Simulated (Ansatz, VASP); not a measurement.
# MgNi3C in two plane-wave programs, part 2 of 2

One calculation is typed for both programs; each brings its own data sets and cutoff. How far apart do they land?

VASP 6.6.1 and Ansatz 0.2.0.

So far. Step 2 (Ansatz: single point, PBEsol, DFT+U): The run ends at a pressure of -5.47 GPa.

**3. VASP: single point, PBEsol, DFT+U**

Level of this step: PBEsol, DFT+U (Ni d 2 eV), spin-polarised from a ferrimagnetic start; plane waves and PAW (Ni, Mg, C) (VASP).

The same cell, functional, mesh and smearing now go to VASP, with its own data sets and cutoff.

Lines of VASP's logs that name or quote its potential files are left out, and so is its time.

Contents of INCAR:

```
SYSTEM = MgNi3C
PREC = Accurate
ENCUT = 480
EDIFF = 1E-06
NELM = 150
ISMEAR = 0
SIGMA = 0.05
LREAL = .FALSE.
ALGO = Normal
GGA = PS
NBANDS = 56
ISPIN = 2
MAGMOM = 1 -1 1 1 -1 1 0 0 0 0
LDAU = .TRUE.
LDAUTYPE = 2
LDAUL = 2 -1 -1
LDAUU = 2 0 0
LDAUJ = 0 0 0
LDAUPRINT = 1
LASPH = .TRUE.
LMAXMIX = 4
LORBIT = 11
LWAVE = .FALSE.
LCHARG = .FALSE.
KPAR = 2
AMIX = 0.2
BMIX = 1E-04
AMIX_MAG = 0.8
BMIX_MAG = 1E-04
```

Contents of POSCAR:

```
MgNi3C
1.0
    3.8089000000      0.0000000000      0.0000000000
    0.0000000000      7.6178000000      0.0000000000
    0.0000000000      0.0000000000      3.8089000000
Ni Mg C
6 2 2
Direct
    0.5000000000      0.2500000000      0.0000000000
    0.5000000000      0.7500000000      0.0000000000
    0.5000000000      0.0000000000      0.5000000000
    0.5000000000      0.5000000000      0.5000000000
    0.0000000000      0.2500000000      0.5000000000
    0.0000000000      0.7500000000      0.5000000000
    0.0000000000      0.0000000000      0.0000000000
    0.0000000000      0.5000000000      0.0000000000
    0.5000000000      0.2500000000      0.5000000000
    0.5000000000      0.7500000000      0.5000000000
```

Contents of KPOINTS:

```
Automatic mesh
0
Gamma
5 3 5
0 0 0
```

PAW data sets: Ni, Mg and C (PBE family, release 64).

On the command line:

```
mpirun -np 2 vasp_std
```

Numbers of over 12 decimals in the logs are rounded to 6 here.

Log:

```text
[banner, memory and clock lines left out]
running    2 mpi-ranks, on    1 nodes
 distrk:  each k-point on    1 cores,    2 groups
 distr:  one band on    1 cores,    1 groups

 POSCAR found type information on POSCAR NiMgC
 POSCAR found :  3 types and      10 ions
|                                                                             |
|               ----> ADVICE to this user running VASP <----                  |
|                                                                             |
|     You enforced a specific xc type in the INCAR file but a different       |
|     [... a line on the potential file left out ...]
|     I HOPE YOU KNOW WHAT YOU ARE DOING!                                     |
|                                                                             |

 LDA part: xc-table for (Slater+PW92), standard interpolation
 POSCAR, INCAR and KPOINTS ok, starting setup
 FFT: planning ... GRIDC
 FFT: planning ... GRID_SOFT
 FFT: planning ... GRID
 WAVECAR not read
 entering main loop
       N       E                     dE             d eps       ncg     rms          rms(c)
DAV:   1     0.545741639635E+03    0.54574E+03   -0.28946E+04  2728   0.154E+03
DAV:   2     0.624665974826E+01   -0.53949E+03   -0.49994E+03  2688   0.343E+02
DAV:   3    -0.602603919001E+02   -0.66507E+02   -0.62063E+02  3008   0.139E+02
DAV:   4    -0.632797478600E+02   -0.30194E+01   -0.29875E+01  3000   0.295E+01
DAV:   5    -0.633387338526E+02   -0.58986E-01   -0.58970E-01  2992   0.382E+00    0.337E+01
DAV:   6    -0.539007726948E+02    0.94380E+01   -0.22934E+01  3344   0.611E+01    0.149E+01
DAV:   7    -0.540088236847E+02   -0.10805E+00   -0.47484E+00  3520   0.265E+01    0.116E+01
DAV:   8    -0.541574269734E+02   -0.14860E+00   -0.28375E+00  3168   0.301E+01    0.110E+01
DAV:   9    -0.537894196291E+02    0.36801E+00   -0.93896E-01  3352   0.204E+01    0.462E+00
DAV:  10    -0.537836451436E+02    0.57745E-02   -0.45591E-01  3736   0.808E+00    0.292E+00
DAV:  11    -0.537488007685E+02    0.34844E-01   -0.25448E-01  3336   0.888E+00    0.135E+00
DAV:  12    -0.537480280782E+02    0.77269E-03   -0.38468E-02  3552   0.204E+00    0.523E-01
DAV:  13    -0.537496582953E+02   -0.16302E-02   -0.44943E-03  3600   0.772E-01    0.295E-01
DAV:  14    -0.537502232979E+02   -0.56500E-03   -0.25210E-03  4024   0.570E-01    0.148E-01
[...]
DAV:  18    -0.537509489160E+02   -0.12531E-03   -0.68047E-04  4240   0.327E-01    0.525E-02
DAV:  19    -0.537510187120E+02   -0.69796E-04   -0.34075E-04  4040   0.158E-01    0.411E-02
DAV:  20    -0.537510694785E+02   -0.50767E-04   -0.16523E-04  4520   0.142E-01    0.373E-02
DAV:  21    -0.537511253885E+02   -0.55910E-04   -0.69629E-04  4072   0.336E-01    0.179E-02
DAV:  22    -0.537511550054E+02   -0.29617E-04   -0.21383E-04  4016   0.119E-01    0.127E-02
DAV:  23    -0.537511618711E+02   -0.68658E-05   -0.97886E-05  4376   0.116E-01    0.922E-03
DAV:  24    -0.537511674685E+02   -0.55973E-05   -0.26864E-05  2952   0.347E-02    0.364E-03
DAV:  25    -0.537511672165E+02    0.25201E-06   -0.71606E-06  1696   0.332E-02
   1 F= -.53751167E+02 E0= -.53743662E+02  d E =-.150112E-01  mag=     0.8516
```

OUTCAR, selected parts (step 3):

```text
ion  position               nearest neighbor table
   1  0.500  0.250  0.000-   9 1.90   9 1.90   5 2.69   7 2.69   8 2.69   3 2.69   3 2.69   4 2.69
                             5 2.69   4 2.69   5 2.69   7 2.69   8 2.69   5 2.69
   2  0.500  0.750  0.000-  10 1.90  10 1.90   6 2.69   7 2.69   8 2.69   3 2.69   3 2.69   4 2.69
                             6 2.69   4 2.69   6 2.69   7 2.69   8 2.69   6 2.69
   3  0.500  0.000  0.500-   9 1.90  10 1.90   5 2.69   6 2.69   7 2.69   1 2.69   2 2.69   1 2.69
                             2 2.69   7 2.69   5 2.69   6 2.69   7 2.69   7 2.69
   4  0.500  0.500  0.500-   9 1.90  10 1.90   5 2.69   6 2.69   8 2.69   1 2.69   2 2.69   1 2.69
                             2 2.69   8 2.69   5 2.69   6 2.69   8 2.69   8 2.69
   5  0.000  0.250  0.500-   9 1.90   9 1.90   4 2.69   7 2.69   8 2.69   1 2.69   1 2.69   7 2.69
                             8 2.69   1 2.69   3 2.69   4 2.69   3 2.69   1 2.69
   6  0.000  0.750  0.500-  10 1.90  10 1.90   4 2.69   7 2.69   8 2.69   2 2.69   2 2.69   7 2.69
                             8 2.69   2 2.69   3 2.69   4 2.69   3 2.69   2 2.69
   7  0.000  0.000  0.000-   1 2.69   2 2.69   3 2.69   5 2.69   6 2.69   3 2.69   5 2.69   6 2.69
                             1 2.69   2 2.69   3 2.69   3 2.69
   8  0.000  0.500  0.000-   1 2.69   2 2.69   4 2.69   5 2.69   6 2.69   4 2.69   5 2.69   6 2.69
                             1 2.69   2 2.69   4 2.69   4 2.69
   9  0.500  0.250  0.500-   1 1.90   3 1.90   4 1.90   5 1.90   1 1.90   5 1.90
  10  0.500  0.750  0.500-   2 1.90   3 1.90   4 1.90   6 1.90   2 1.90   6 1.90

  LATTYP: Found a simple tetragonal cell.
 ALAT       =     3.8089000000
 C/A-ratio  =     2.0000000000

 Subroutine GETGRP returns: Found 16 space group operations
 (whereof 16 operations were pure point group operations)

The static configuration has the point symmetry D_4h.

 Found     12 irreducible k-points:

   k-points           NKPTS =     12   k-points in BZ     NKDIM =     12   number of bands    NBANDS=     56

   dimension x,y,z NGX =    28 NGY =   54 NGZ =   28
   dimension x,y,z NGXF=    56 NGYF=  108 NGZF=   56

   ENCUT  =  480.0 eV  35.28 Ry    5.94 a.u.   6.80 13.61  6.80*2*pi/ulx,y,z

   NELECT =      72.0000    total number of electrons

 k-points in reciprocal lattice and weights: Automatic mesh
   0.00000000  0.00000000  0.00000000       0.013
   0.20000000  0.00000000  0.00000000       0.053
   0.40000000  0.00000000  0.00000000       0.053
   0.00000000  0.33333333  0.00000000       0.027
   0.20000000  0.33333333  0.00000000       0.107
   0.40000000  0.33333333  0.00000000       0.107
   0.20000000  0.00000000  0.20000000       0.053
   0.40000000  0.00000000  0.20000000       0.107
   0.20000000  0.33333333  0.20000000       0.107
   0.40000000  0.33333333  0.20000000       0.213
   0.40000000  0.00000000  0.40000000       0.053
   0.40000000  0.33333333  0.40000000       0.107

atom =   1  type =  1  l = 2

 onsite density matrix

spin component  1

  0.9024 -0.0000  0.0000  0.0000  0.0000
 -0.0000  0.8667  0.0000  0.0000 -0.0000
  0.0000  0.0000  0.8216 -0.0000  0.0003
  0.0000  0.0000 -0.0000  0.8677  0.0000
  0.0000 -0.0000  0.0003  0.0000  0.9013

spin component  2

  0.9015 -0.0000  0.0000  0.0000  0.0000
 -0.0000  0.8036 -0.0000  0.0000 -0.0000
  0.0000 -0.0000  0.8157 -0.0000  0.0007
  0.0000  0.0000 -0.0000  0.8127  0.0000
  0.0000 -0.0000  0.0007  0.0000  0.8843

 occupancies and eigenvectors

  o =  0.8036  v =  0.0000  0.0000  0.0000  0.0000  0.0000  0.0000 -1.0000  0.0000 -0.0000  0.0000      0.0000  0.0000  0.0000  0.0000  0.0000  0.0000  0.0000  0.0000  0.0000  0.0000
  o =  0.8127  v =  0.0000  0.0000  0.0000  0.0000  0.0000  0.0000 -0.0000  0.0000  1.0000  0.0000      0.0000  0.0000  0.0000  0.0000  0.0000  0.0000  0.0000  0.0000  0.0000  0.0000
  o =  0.8157  v =  0.0000  0.0000  0.0000  0.0000  0.0000  0.0000 -0.0000 -0.9999  0.0000  0.0108      0.0000  0.0000  0.0000  0.0000  0.0000  0.0000  0.0000  0.0000  0.0000  0.0000
  o =  0.8216  v =  0.0000 -0.0000 -1.0000  0.0000  0.0035  0.0000  0.0000  0.0000  0.0000  0.0000      0.0000  0.0000  0.0000  0.0000  0.0000  0.0000  0.0000  0.0000  0.0000  0.0000
  o =  0.8667  v =  0.0000 -1.0000  0.0000  0.0000  0.0000  0.0000  0.0000  0.0000  0.0000  0.0000      0.0000  0.0000  0.0000  0.0000  0.0000  0.0000  0.0000  0.0000  0.0000  0.0000
  o =  0.8677  v =  0.0000 -0.0000 -0.0000 -1.0000 -0.0000  0.0000  0.0000  0.0000  0.0000  0.0000      0.0000  0.0000  0.0000  0.0000  0.0000  0.0000  0.0000  0.0000  0.0000  0.0000
  o =  0.8843  v =  0.0000  0.0000  0.0000  0.0000  0.0000  0.0000  0.0000  0.0108 -0.0000  0.9999      0.0000  0.0000  0.0000  0.0000  0.0000  0.0000  0.0000  0.0000  0.0000  0.0000
  o =  0.9013  v =  0.0000 -0.0000  0.0035 -0.0000  1.0000  0.0000  0.0000  0.0000  0.0000  0.0000      0.0000  0.0000  0.0000  0.0000  0.0000  0.0000  0.0000  0.0000  0.0000  0.0000
[...]
o =  0.8677  v =  0.0000 -0.0000  0.0000 -1.0000 -0.0000  0.0000  0.0000  0.0000  0.0000  0.0000      0.0000  0.0000  0.0000  0.0000  0.0000  0.0000  0.0000  0.0000  0.0000  0.0000
  o =  0.8843  v =  0.0000  0.0000  0.0000  0.0000  0.0000  0.0000 -0.0000  0.8606 -0.0000  0.5093      0.0000  0.0000  0.0000  0.0000  0.0000  0.0000  0.0000  0.0000  0.0000  0.0000
  o =  0.9013  v =  0.0000 -0.0000  0.8643 -0.0000  0.5030  0.0000  0.0000  0.0000  0.0000  0.0000      0.0000  0.0000  0.0000  0.0000  0.0000  0.0000  0.0000  0.0000  0.0000  0.0000
  o =  0.9015  v =  0.0000  0.0000  0.0000  0.0000  0.0000  0.0000 -1.0000 -0.0000 -0.0000 -0.0000      0.0000  0.0000  0.0000  0.0000  0.0000  0.0000  0.0000  0.0000  0.0000  0.0000
  o =  0.9024  v =  0.0000  1.0000  0.0000 -0.0000  0.0000  0.0000  0.0000  0.0000  0.0000  0.0000      0.0000  0.0000  0.0000  0.0000  0.0000  0.0000  0.0000  0.0000  0.0000  0.0000

 average (electrostatic) potential at core
       1 -83.2307       2 -83.2307       3 -83.2070       4 -83.2070       5 -83.2307
       6 -83.2307       7 -33.1461       8 -33.1461       9 -48.1011      10 -48.1011

 E-fermi :   7.3325

 spin component 1
 k-point     1 :       0.0000    0.0000    0.0000
  band No.  band energies     occupation
    ...
     32       6.3335      1.00000
     33       6.3343      1.00000
     34       6.3712      1.00000
     35       6.3712      1.00000
     36       6.5965      1.00000
     37       7.4646      0.00009
     38       7.4646      0.00009
     39      10.5422      0.00000
     40      10.7188      0.00000
     41      11.4943      0.00000
    ...

 k-point     2 :       0.2000    0.0000    0.0000
  band No.  band energies     occupation
    ...
     33       6.3713      1.00000
     34       6.4678      1.00000
     35       6.6796      1.00000
     36       6.6912      1.00000
     37       7.2903      0.88348
     38       7.8747      0.00000
     39       9.8418      0.00000
     40      10.7865      0.00000
     41      11.4325      0.00000
     42      11.5033      0.00000
    ...

 k-point     3 :       0.4000    0.0000    0.0000
  band No.  band energies     occupation
    ...
     33       6.3716      1.00000
     34       6.4147      1.00000
     35       7.1130      1.00000
     36       7.2836      0.91665
     37       7.2965      0.84541
     38       7.6941      0.00000
     39       8.4708      0.00000
     40      10.7599      0.00000
     41      11.4430      0.00000
     42      12.1072      0.00000
    ...

 k-point     4 :       0.0000    0.3333    0.0000
  band No.  band energies     occupation
    ...
     34       6.5043      1.00000
     35       6.6251      1.00000
     36       6.6251      1.00000
     37       7.1735      1.00000
     38       7.1735      1.00000
     39      10.7402      0.00000
     40      10.7952      0.00000
     41      11.4196      0.00000
     42      11.6105      0.00000
     43      12.5634      0.00000
    ...

 k-point     5 :       0.2000    0.3333    0.0000
  band No.  band energies     occupation
    ...
     33       6.2210      1.00000
     34       6.3716      1.00000
     35       6.8905      1.00000
     36       7.0347      1.00000
     37       7.1255      1.00000
     38       7.5934      0.00000
     39      10.1935      0.00000
     40      10.8871      0.00000
     41      11.3110      0.00000
     42      11.3800      0.00000
    ...

 k-point     6 :       0.4000    0.3333    0.0000
  band No.  band energies     occupation
    ...
     32       6.1298      1.00000
     33       6.1438      1.00000
     34       6.1611      1.00000
     35       7.0788      1.00000
     36       7.2005      0.99991
     37       7.6302      0.00000
     38       8.1925      0.00000
     39       8.6013      0.00000
     40      10.3569      0.00000
     41      11.2709      0.00000
    ...

  Total       -5.8700342     -5.8813448     -5.8700342      0.0000000      0.0000000      0.0000000
  in kB      -85.0986179    -85.2625891    -85.0986179      0.0000000      0.0000000      0.0000000
  external PRESSURE =     -85.1532750 kB  Pullay stress =       0.0000000 kB

  energy-cutoff  :      480.00
  volume of cell :      110.52
      direct lattice vectors                 reciprocal lattice vectors
     3.808900000  0.000000000  0.000000000     0.262542991  0.000000000  0.000000000
     0.000000000  7.617800000  0.000000000     0.000000000  0.131271496  0.000000000
     0.000000000  0.000000000  3.808900000     0.000000000  0.000000000  0.262542991

 POSITION                                       TOTAL-FORCE (eV/Angst)
 -----------------------------------------------------------------------------------
      1.90445      1.90445      0.00000         0.000000      0.000000     -0.000000
      1.90445      5.71335      0.00000         0.000000      0.000000     -0.000000
      1.90445      0.00000      1.90445         0.000000      0.000000      0.000000
      1.90445      3.80890      1.90445         0.000000      0.000000      0.000000
      0.00000      1.90445      1.90445         0.000000     -0.000000     -0.000000
      0.00000      5.71335      1.90445         0.000000      0.000000      0.000000
      0.00000      0.00000      0.00000        -0.000000      0.000000     -0.000000
      0.00000      3.80890      0.00000         0.000000      0.000000     -0.000000
      1.90445      1.90445      1.90445         0.000000      0.000000      0.000000
      1.90445      5.71335      1.90445         0.000000     -0.000000      0.000000
 -----------------------------------------------------------------------------------
    total drift:                                0.000000      0.000000      0.000000

  FREE ENERGIE OF THE ION-ELECTRON SYSTEM (eV)
  ---------------------------------------------------
  free  energy   TOTEN  =       -53.7511672165 eV

  energy  without entropy=      -53.7361559823  energy(sigma->0) =      -53.74366160

 total charge
# of ion       s       p       d       tot
------------------------------------------
    1        0.464   0.558   8.545   9.568
    2        0.464   0.558   8.545   9.568
    3        0.460   0.558   8.551   9.569
    4        0.460   0.558   8.551   9.569
    5        0.464   0.558   8.545   9.568
    6        0.464   0.558   8.545   9.568
    7        0.188   0.164   0.034   0.386
    8        0.188   0.164   0.034   0.386
    9        0.871   1.494   0.000   2.365
   10        0.871   1.494   0.000   2.365
--------------------------------------------------
tot          4.896   6.665  51.350  62.910

 magnetization (x)
# of ion       s       p       d       tot
------------------------------------------
    1        0.004   0.004   0.142   0.150
    2        0.004   0.004   0.142   0.150
    3        0.004   0.009   0.079   0.093
    4        0.004   0.009   0.079   0.093
    5        0.004   0.004   0.142   0.150
    6        0.004   0.004   0.142   0.150
    7       -0.002   0.001  -0.000  -0.001
    8       -0.002   0.001  -0.000  -0.001
    9        0.002   0.030   0.000   0.032
   10        0.002   0.030   0.000   0.032
--------------------------------------------------
tot          0.025   0.096   0.725   0.846

[... 6 further parts left out ...]
```

A U on the itinerant d states of such a compound is hard to justify; it moves the bands at the Fermi level.

**4. Side by side**

Known differences besides the PAW data sets themselves: U acts on the PAW sphere in VASP and on atomic orbitals in Ansatz, so only states and trends compare; the data sets hold 136 valence electrons in Ansatz (default PAW (the set named soft_2) files) and 72 in VASP; the cutoff is 420 eV in Ansatz and 480 eV in VASP; Ansatz makes its cores anew for this functional, VASP keeps those of its PBE data sets; site moments are counted in spheres of each program's own size. Total energies have different zeros and are not compared.

Compared:

```csv
quantity,Ansatz,VASP,difference
pressure (GPa),-5.47,-8.52,+3.05
total moment (μB),0.79,0.85,-0.06
moment on Ni1 (μB),0.13,0.15,-0.02
moment on Ni2 (μB),0.13,0.15,-0.02
moment on Ni6 (μB),0.13,0.15,-0.02
moment on Ni5 (μB),0.13,0.15,-0.02
moment on Ni4 (μB),0.07,0.09,-0.02
moment on Ni3 (μB),0.07,0.09,-0.02
```

Ansatz's pressure holds a Pulay correction of 0.15 GPa; VASP's holds none.

**5. Results**

```yaml
difference_in_total_moment_single_point_pbesol_dft_u: -0.064 μB
```

The difference in total moment is -0.064 μB (single point, PBEsol, DFT+U). How closely two codes agree says nothing of how well the functional describes the real material.

[Lines on the potential files, build, host, timing and source positions are cut from VASP's logs without a mark.]

[Logs are printed without paths, hosts, clocks, repeated set-up lines and the standing remarks that a program may print on its own settings, such as how far it seeks lower states.]

[Hosts, paths, dates, database ids (printed as entryN), source tags and the programs' standing remarks are cut or masked in the printed files.]
